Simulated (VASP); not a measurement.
Energy against volume of Na2S (antifluorite). Method: optB88-vdW, VASP's PBE PAW potentials (set 64) (plane waves; VASP 6.6.1). Numerical set-up: 520 eV cut-off, 6×6×6 Γ-centred mesh, Gaussian smearing of 0.050 eV, potentials Na_pv S.

```
V (Å³/atom)  E (eV/atom)
-----------  -----------
22.432          -1.43428
23.125          -1.43591
23.819          -1.43372
24.513          -1.42825
```

Fit these four points and predict the energy of the run at 21.738 Å³/atom.

A cubic in V^(−2/3), the third-order Birch-Murnaghan form, passes through the four points with V0 = 23.06 Å³/atom and B0 = 30 GPa, and gives -1.4282 eV/atom there. The run gave -1.4282 eV/atom, +0.0 meV/atom from the fit; all five points give B0 = 30 GPa.

The compound is Na2S in the antifluorite structure. It was relaxed first.
